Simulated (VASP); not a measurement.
# BaAlH6 (F-43m) in VASP: further runs, part 2 of 2

VASP 6.6.1. Earlier steps stand in the parts before.

## 3. Relaxation of cell and atoms, PBE (random cell by space group and Wyckoff sites (F-43m, No. 216))

Input file INCAR:

```
  PREC = Accurate
  ENCUT = 600
  EDIFF = 1E-6
  ISMEAR = 0
  SIGMA = 0.1
  LREAL = False
  LASPH = True
  NELM = 100
  ALGO = Normal
  ISIF = 3
  LWAVE = False
  LCHARG = False
  GGA = PE
  IBRION = 2
  NSW = 100
  EDIFFG = -0.01
```

Input file KPOINTS:

```
regular mesh
0
Gamma
  8 8 8
```

Input file POSCAR:

```
BaAlH6
1.0
    0.0000000000      3.8680435032      3.8680435032
    3.8680435032      0.0000000000      3.8680435032
    3.8680435032      3.8680435032      0.0000000000
Ba Al H
1 1 6
Direct
    0.5000000000      0.5000000000      0.5000000000
    0.2500000000      0.2500000000      0.2500000000
    0.0257534105      0.4742465895      0.4742465895
    0.4742465895      0.0257534105      0.0257534105
    0.4742465895      0.4742465895      0.0257534105
    0.0257534105      0.0257534105      0.4742465895
    0.0257534105      0.4742465895      0.0257534105
    0.4742465895      0.0257534105      0.4742465895
```

Potentials or basis: VASP PAW PBE potentials, release 64 (Ba_sv, Al, H).

On the command line:

```sh
$ cat potpaw_PBE.64/Ba_sv/POTCAR potpaw_PBE.64/Al/POTCAR potpaw_PBE.64/H/POTCAR > POTCAR
$ mpirun -np 1 vasp_std > vasp.out
```

OUTCAR:

```text
PREC = Accurate
   ENCUT = 600
   EDIFF = 1E-6
   ISMEAR = 0
   LREAL = False
   LASPH = True
   NELM = 100
   ISIF = 3
   GGA = PE
   IBRION = 2
   NSW = 100
   EDIFFG = -0.01

 ion  position               nearest neighbor table
   1  0.500  0.500  0.500-   3 2.74   6 2.74   7 2.74   4 2.74   6 2.74   8 2.74   4 2.74   5 2.74
                             7 2.74   3 2.74   5 2.74   8 2.74   2 3.35   2 3.35   2 3.35   2 3.35
   2  0.250  0.250  0.250-   3 1.73   4 1.73   5 1.73   6 1.73   7 1.73   8 1.73   1 3.35   1 3.35
                             1 3.35   1 3.35
   3  0.026  0.474  0.474-   2 1.73   1 2.74   1 2.74
   4  0.474  0.026  0.026-   2 1.73   1 2.74   1 2.74
   5  0.474  0.474  0.026-   2 1.73   1 2.74   1 2.74
   6  0.026  0.026  0.474-   2 1.73   1 2.74   1 2.74
   7  0.026  0.474  0.026-   2 1.73   1 2.74   1 2.74
   8  0.474  0.026  0.474-   2 1.73   1 2.74   1 2.74
[... 434 lines left out ...]
      6      -3.5163      2.00000
      7      -3.5163      2.00000
      8      -3.5163      2.00000
      9      -1.2382      1.84788
     10      -1.2382      1.84788
     11       2.6359      0.00000
     12       5.5124      0.00000
     13       5.5124      0.00000
     14       5.5124      0.00000
[... 377 lines left out ...]
      1     -27.1267      2.00000
      2     -12.5490      2.00000
      3     -12.4420      2.00000
      4     -12.4092      2.00000
      5      -6.5548      2.00000
      6      -3.7172      2.00000
      7      -3.2554      2.00000
      8      -3.0647      2.00000
      9      -1.6284      2.00000
     10      -1.2237      1.78059
     11       3.2544      0.00000
     12       4.0348      0.00000
     13       4.3301      0.00000
     14       4.9518      0.00000

 [... further k-points ...]

------------------------ aborting loop because EDIFF is reached ----------------------------------------

  FORCE on cell =-STRESS in cart. coord.  units (eV):
  Direction    XX          YY          ZZ          XY          YZ          ZX
  --------------------------------------------------------------------------------------
  -------------------------------------------------------------------------------------
  Total       -0.0009475     -0.0009475     -0.0009475     -0.0000000     -0.0000000      0.0000000
  in kB       -0.0128257     -0.0128257     -0.0128257     -0.0000000     -0.0000000      0.0000000
  external PRESSURE =      -0.0128257 kB  Pullay stress =       0.0000000 kB
[... 23 lines left out ...]
  FREE ENERGIE OF THE ION-ELECTRON SYSTEM (eV)
  ---------------------------------------------------
  free  energy   TOTEN  =       -25.8949360151 eV

  energy  without entropy=      -25.8695239947  energy(sigma->0) =      -25.88223000

 reached required accuracy - stopping structural energy minimisation
```

Wall time 2.8 min (1 thread of AMD EPYC 9R45 (Zen 5), shared host); peak memory 0.33 GiB.

What came out:

```yaml
Free_energy: -25.8949 eV
Relaxed_volume: 14.79 Å³/atom
Relaxed_cell: a = 5.511 Å, b = 5.511 Å, c = 5.511 Å, α = 60.00°, β = 60.00°, γ = 60.00°
Space_group_after_relaxing_to_0.05_Å: F-43m (No. 216)
Energy_gained_by_relaxing: 0.6 meV/atom
Ionic_steps: 6
Pressure_after_relaxing: 0.0 GPa
Largest_force_after_relaxing: 0.009 eV/Å
Band_gap_on_the_k_mesh: none (metal or under the smearing width)
```

Forces in eV/Å, atoms in the order of the input:
```
Ba   0.000  0.000  0.000
Al   0.000  0.000  0.000
H   -0.009  0.000  0.000
H    0.009  0.000  0.000
H    0.000  0.000 -0.009
H    0.000  0.000  0.009
H    0.000  0.009  0.000
H    0.000 -0.009  0.000
```

The path:
```tsv
step	energy change (eV)	largest force (eV/Å)	pressure (GPa)	volume (Å³)
1	0.0000	0.0030	0.54	115.75
2	-0.0021	0.0289	0.27	116.56
3	-0.0028	0.0601	-0.06	117.57
4	-0.0028	0.0556	-0.01	117.43
5	-0.0037	0.0403	-0.01	117.73
6	-0.0047	0.0088	0.00	118.36
```

Final structure:
```yaml
crystal:
  lattice:
    - [0.00000, 3.89691, 3.89691]
    - [3.89691, 0.00000, 3.89691]
    - [3.89691, 3.89691, 0.00000]
  atoms:
    - { symbol: Ba, position: [0.50000, 0.50000, 0.50000] }
    - { symbol: Al, position: [0.25000, 0.25000, 0.25000] }
    - { symbol: H, position: [0.02707, 0.47293, 0.47293] }
    - { symbol: H, position: [0.47293, 0.02707, 0.02707] }
    - { symbol: H, position: [0.47293, 0.47293, 0.02707] }
    - { symbol: H, position: [0.02707, 0.02707, 0.47293] }
    - { symbol: H, position: [0.02707, 0.47293, 0.02707] }
    - { symbol: H, position: [0.47293, 0.02707, 0.47293] }
```

## 4. Single point, PBE (random cell by space group and Wyckoff sites (F-43m, No. 216))

Input file INCAR:

```
SYSTEM = BaAlH6
ALGO     = Normal         ! electronic algorithm
EDIFF    = 1E-6           ! SCF threshold, eV
ENCUT    = 520            ! plane-wave cutoff, eV
GGA      = PE             ! functional
ISIF     = 2              ! what is computed and relaxed
ISMEAR   = 0              ! smearing method
LASPH    = .TRUE.         ! aspherical terms in the spheres
LCHARG   = .FALSE.        ! write CHGCAR
LREAL    = .FALSE.        ! projectors in reciprocal space
LWAVE    = .FALSE.        ! write WAVECAR
NBANDS   = 20             ! bands
NELM     = 100            ! most SCF steps
PREC     = Accurate       ! precision mode
SIGMA    = 0.1            ! smearing width, eV
```

Input file KPOINTS:

```
k-points
0
G
  4 4 4
  0 0 0
```

Input file POSCAR:

```
BaAlH6
1.0
    0.0000000000      3.8680435032      3.8680435032
    3.8680435032      0.0000000000      3.8680435032
    3.8680435032      3.8680435032      0.0000000000
Ba Al H
1 1 6
Direct
    0.5000000000      0.5000000000      0.5000000000
    0.7500000000      0.7500000000      0.7500000000
    0.5257534105     -0.0257534105     -0.0257534105
   -0.0257534105      0.5257534105      0.5257534105
   -0.0257534105      0.5257534105     -0.0257534105
    0.5257534105     -0.0257534105      0.5257534105
   -0.0257534105     -0.0257534105      0.5257534105
    0.5257534105      0.5257534105     -0.0257534105
```

On the command line:

```sh
$ cat potpaw_PBE.64/Ba_sv/POTCAR potpaw_PBE.64/Al/POTCAR potpaw_PBE.64/H/POTCAR > POTCAR
$ mpirun -np 1 vasp_std > vasp.out
```

Run time: 17 s. Hardware: 1 thread of AMD EPYC 9R45 (Zen 5), shared host; peak memory 0.22 GiB.

The run converged. Its results:

```yaml
Free_energy: -25.8932 eV
Pressure: 0.5 GPa
Largest_force: 0.003 eV/Å
Band_gap_on_the_k_mesh: none (metal or under the smearing width)
```

Forces in eV/Å, atoms in the order of the input:
```
Ba   0.000  0.000  0.000
Al   0.000  0.000  0.000
H   -0.003  0.000  0.000
H    0.003  0.000  0.000
H    0.000 -0.003  0.000
H    0.000  0.003  0.000
H    0.000  0.000 -0.003
H    0.000  0.000  0.003
```

Levels at points of the mesh, in eV from the Fermi level:
| k point | band 7 | band 8 | band 9 | band 10 | band 11 | band 12 |
| --- | --- | --- | --- | --- | --- | --- |
| (0.00, 0.00, 0.00) | -2.43 | -2.43 | -0.14 | -0.14 | 3.77 | 6.66 |
| (0.50, 0.00, 0.00) | -2.05 | -2.05 | -0.21 | -0.21 | 4.36 | 5.06 |
| (0.50, 0.50, 0.00) | -1.85 | -1.85 | -1.19 | 0.44 | 4.21 | 4.96 |

Spin-orbit coupling is left out, which matters for the levels of Ba.

## 5. Relaxation of cell and atoms, PBE (random cell by space group and Wyckoff sites (F-43m, No. 216))

Input file INCAR:

```
PREC = Accurate
ENCUT = 600
EDIFF = 1E-6
ISMEAR = 0
SIGMA = 0.1
LREAL = F
LASPH = T
NELM = 100
ALGO = Normal
ISIF = 3
LWAVE = F
LCHARG = F
GGA = PE
IBRION = 2
NSW = 90
EDIFFG = -0.04
```

Input file KPOINTS:

```
regular mesh
0
Gamma
  4 4 4
```

Input file POSCAR:

```
BaAlH6
1.0
    0.0000000000      3.5977473900      3.5977473900
    3.5977473900      0.0000000000      3.5977473900
    3.5977473900      3.5977473900      0.0000000000
Ba Al H
1 1 6
Direct
    0.5000000000      0.5000000000      0.5000000000
    0.7500000000      0.7500000000      0.7500000000
    0.3658350100      0.1341649900      0.1341649900
    0.1341649900      0.3658350100      0.3658350100
    0.1341649900      0.3658350100      0.1341649900
    0.3658350100      0.1341649900      0.3658350100
    0.1341649900      0.1341649900      0.3658350100
    0.3658350100      0.3658350100      0.1341649900
```

On the command line:

```sh
$ cat potpaw_PBE.64/Ba_sv/POTCAR potpaw_PBE.64/Al/POTCAR potpaw_PBE.64/H/POTCAR > POTCAR
$ mpirun -np 1 vasp_std > vasp.out
```

It took 5.5 min on 1 thread of AMD EPYC 9R45 (Zen 5), shared host; peak memory 0.26 GiB.

Results (log left out):

```
Free energy                            : -25.8897 eV
Relaxed volume                         : 14.79 Å³/atom
Relaxed cell                           : a = 5.510 Å, b = 5.510 Å, c = 5.510 Å, α = 60.00°, β = 60.00°, γ = 60.00°
Space group after relaxing (to 0.05 Å) : F-43m (No. 216)
Energy gained by relaxing              : 840.1 meV/atom
Ionic steps                            : 37
Pressure after relaxing                : -0.1 GPa
Largest force after relaxing           : 0.016 eV/Å
Band gap on the k mesh                 : none (metal or under the smearing width)
```

Forces in eV/Å, atoms in the order of the input:
```
Ba   0.000  0.000  0.000
Al   0.000  0.000  0.000
H   -0.016  0.000  0.000
H    0.016  0.000  0.000
H    0.000 -0.016  0.000
H    0.000  0.016  0.000
H    0.000  0.000 -0.016
H    0.000  0.000  0.016
```

The path:
| step | energy change (eV) | largest force (eV/Å) | pressure (GPa) | volume (Å³) |
| --- | --- | --- | --- | --- |
| 1 | 0.0000 | 2.4714 | 9.68 | 93.14 |
| 2 | -1.2963 | 0.6284 | 0.60 | 102.94 |
| 3 | -1.3888 | 0.3923 | -0.91 | 105.63 |
| 4 | -1.4050 | 0.1224 | -3.25 | 111.17 |
| 5 | -1.4206 | 0.2002 | -2.43 | 108.97 |
| 6 | -1.4208 | 0.2186 | -2.26 | 108.56 |
| 7 | -1.4782 | 0.2311 | -1.70 | 105.54 |
| 8 | -1.5832 | 0.3201 | 0.53 | 96.83 |
| 9 | -1.5512 | 0.7933 | 8.05 | 80.87 |
| 10 | -1.5973 | 0.5321 | 2.19 | 91.67 |
| 11 | -1.6477 | 0.6435 | 2.11 | 90.84 |
| 12 | -1.8198 | 0.6910 | 2.78 | 88.38 |
| 13 | -2.2912 | 1.1831 | 4.54 | 83.59 |
| 14 | -3.2914 | 1.1745 | 14.92 | 74.53 |
| 15 | 1.7906 | 3.8294 | 82.32 | 58.44 |
| 16 | -3.1616 | 1.1497 | 16.88 | 73.14 |
| 17 | -2.9210 | 0.2858 | 34.26 | 66.61 |
| 18 | -3.2197 | 0.9759 | 21.71 | 70.93 |
| 19 | -3.2184 | 0.8918 | 23.43 | 70.18 |
| 20 | -3.2346 | 0.8606 | 23.92 | 70.03 |
| 21 | -3.2724 | 0.7582 | 25.47 | 69.60 |
| 22 | -3.2914 | 0.5096 | 28.85 | 68.74 |
| 23 | -3.3540 | 0.4959 | 28.50 | 69.01 |
| 24 | -3.5371 | 0.4535 | 27.50 | 69.84 |
| 25 | -3.8812 | 0.3631 | 25.66 | 71.52 |
| 26 | -4.4815 | 0.1563 | 22.75 | 74.95 |
| 27 | -5.3200 | 0.3918 | 18.20 | 82.14 |
| 28 | -5.3003 | 2.2255 | 15.56 | 97.88 |
| 29 | -5.5871 | 1.3204 | 16.12 | 90.57 |
| 30 | -6.1611 | 0.7511 | 10.25 | 96.21 |
| 31 | -6.6420 | 0.0722 | 2.21 | 107.48 |
| 32 | -6.6600 | 0.2153 | 0.87 | 110.07 |
| 33 | -6.6604 | 0.2402 | 0.64 | 110.56 |
| 34 | -6.6704 | 0.2224 | 0.56 | 111.21 |
| 35 | -6.6950 | 0.1668 | 0.33 | 113.18 |
| 36 | -6.7198 | 0.0490 | -0.04 | 117.19 |
| 37 | -6.7210 | 0.0159 | -0.11 | 118.29 |

Final structure:
```cif
data_structure
_symmetry_space_group_name_H-M 'P 1'
_symmetry_Int_Tables_number 1
_cell_length_a 5.5100
_cell_length_b 5.5100
_cell_length_c 5.5100
_cell_angle_alpha 60.000
_cell_angle_beta 60.000
_cell_angle_gamma 60.000
_cell_volume 118.29
loop_
_atom_site_label
_atom_site_type_symbol
_atom_site_fract_x
_atom_site_fract_y
_atom_site_fract_z
_atom_site_occupancy
Ba1 Ba 0.50000 0.50000 0.50000 1
Al1 Al 0.75000 0.75000 0.75000 1
H1 H 0.52691 0.97309 0.97309 1
H2 H 0.97309 0.52691 0.52691 1
H3 H 0.97309 0.52691 0.97309 1
H4 H 0.52691 0.97309 0.52691 1
H5 H 0.97309 0.97309 0.52691 1
H6 H 0.52691 0.52691 0.97309 1
```

Levels at points of the mesh, in eV from the Fermi level:
```csv
k point,band 5,band 6,band 7,band 8,band 9,band 10,band 11,band 12,band 13,band 14
"(0.00, 0.00, 0.00)",-6.19,-2.41,-2.41,-2.41,-0.13,-0.13,3.74,6.62,6.62,6.62
"(0.50, 0.00, 0.00)",-5.57,-2.72,-2.05,-2.05,-0.20,-0.20,4.33,5.02,5.02,5.30
"(0.50, 0.50, 0.00)",-5.33,-2.75,-1.86,-1.86,-1.15,0.43,4.18,4.93,4.93,5.54
```

Caveat: the k mesh is coarse (spacing up to 0.38 Å⁻¹), so the values aren't converged; the volume moved by over 15 % at a fixed basis, so the end points are rough.

## 6. Overview

```tsv
task	cell	k mesh	cutoff (eV)	mesh quality	gap on the mesh (eV)	pressure (GPa)	relaxed volume (Å³/atom)	largest force (eV/Å)
single point	random cell by space group and Wyckoff sites (F-43m, No. 216)	8 × 8 × 8	520	not flagged	none	0.2	-	0.01
relaxation of cell and atoms	relaxed from: random cell by space group and Wyckoff sites (F-43m, No. 216)	8 × 8 × 8	600	not flagged	none	0.0	14.79	0.01
single point	random cell by space group and Wyckoff sites (F-43m, No. 216)	4 × 4 × 4	520	not flagged	none	0.5	-	-
relaxation of cell and atoms	relaxed from: random cell by space group and Wyckoff sites (F-43m, No. 216)	4 × 4 × 4	600	coarse	none	-0.1	14.79	0.02
```

Alike in all rows: level PBE; potentials or basis VASP PAW PBE potentials, release 64 (Ba_sv, Al, H); no spin polarisation; smearing gaussian 0.1 eV.

Caveats: some runs use coarse meshes; the volume moved by over 15 % at a fixed basis, so the end points are rough (some runs).

Absolute energies hang on the potentials; compare differences alone.
